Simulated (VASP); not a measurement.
DyRh (space group Pm-3m): computed properties

These are PBEsol GGA, VASP's PBE PAW potentials (set 64) (plane waves; VASP) values and carry that method's errors.

space group: Pm-3m (221)
cell: a = 3.3653 Å, b = 3.3653 Å, c = 3.3653 Å, α = 90.00°, β = 90.00°, γ = 90.00°
volume per atom: 19.06 Å³/atom
band gap (over mesh and band path): none (metal, semimetal or under 0.01 eV)
band gap with spin-orbit coupling: none (metallic)
density: 11.56 g/cm³

```cif
data_DyRh
_chemical_formula_sum 'Dy1 Rh1'
_space_group_name_H-M_alt 'P 1'
_space_group_IT_number 1
_cell_length_a 3.36530
_cell_length_b 3.36530
_cell_length_c 3.36530
_cell_angle_alpha 90.000
_cell_angle_beta 90.000
_cell_angle_gamma 90.000
loop_
_space_group_symop_operation_xyz
  'x, y, z'
loop_
_atom_site_label
_atom_site_type_symbol
_atom_site_fract_x
_atom_site_fract_y
_atom_site_fract_z
_atom_site_occupancy
Dy1 Dy 0.00000 0.00000 0.00000 1
Rh1 Rh 0.50000 0.50000 0.50000 1
```

The 4f electrons are frozen in the core of the lanthanide potential, so 4f levels, which can set the real gap, and their magnetism are missing.

The structure comes from a measured DyRh entry (Pm-3m) of the Crystallography Open Database, whose conditions weren't checked. It was relaxed first. Symmetry was kept, so distortions that lower it aren't found.
